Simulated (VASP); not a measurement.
```xyz
3
Lattice="1.8711 -3.2408 0.0000 1.8711 3.2408 0.0000 0.0000 0.0000 7.7851" Properties=species:S:1:pos:R:3 pbc="T T T"
Pt     0.0000     0.0000     0.0000
Se     1.8711     1.0803     1.2924
Se     1.8711    -1.0803     6.4928
```

Calculation: RPBE GGA, VASP's PBE PAW potentials (set 64) (plane waves; VASP). Settings: 520 eV cut-off, 7×7×3 Γ-centred mesh, Gaussian smearing of 0.050 eV, potentials Pt Se.

Without a dispersion term in the relaxation, distances and binding between the weakly bound layers, chains or molecules are unreliable, and so is what depends on them.

### Question
The ions and cell shape at fixed volume are relaxed. What does this cell relax into?

### Answer

```xyz
3
Lattice="1.8880 -3.2701 0.0000 1.8880 3.2701 0.0000 0.0000 0.0000 7.6461" Properties=species:S:1:pos:R:3 pbc="T T T"
Pt     0.0000     0.0000     7.6461
Se     1.8880     1.0900     1.3096
Se     1.8880    -1.0900     6.3365
```
Space group P-3m1 (164), at a tolerance of 0.03 Å.

### Question
How much energy does the relaxation gain?

### Answer
The energy (σ→0) changes by -6.7 meV/atom, in 6 ionic steps.

| step | E(σ→0) (eV) | max force (eV/Å) | pressure (GPa) | volume (Å³) |
|---|---|---|---|---|
| 1 | -13.0946 | 0.408 | 2.29 | 94.41 |
| 2 | -13.1082 | 0.194 | 1.29 | 94.41 |
| 3 | -13.1133 | 0.067 | 0.07 | 94.41 |
| 4 | -13.1134 | 0.037 | 0.21 | 94.41 |
| 5 | -13.1145 | 0.016 | 0.12 | 94.41 |
| 6 | -13.1147 | 0.002 | 0.04 | 94.41 |

The compound is PtSe2 in the 1T layered structure. This cell is one point of a volume scan, at 0.97 of the reference volume. Symmetry was kept, so distortions that lower it aren't found.
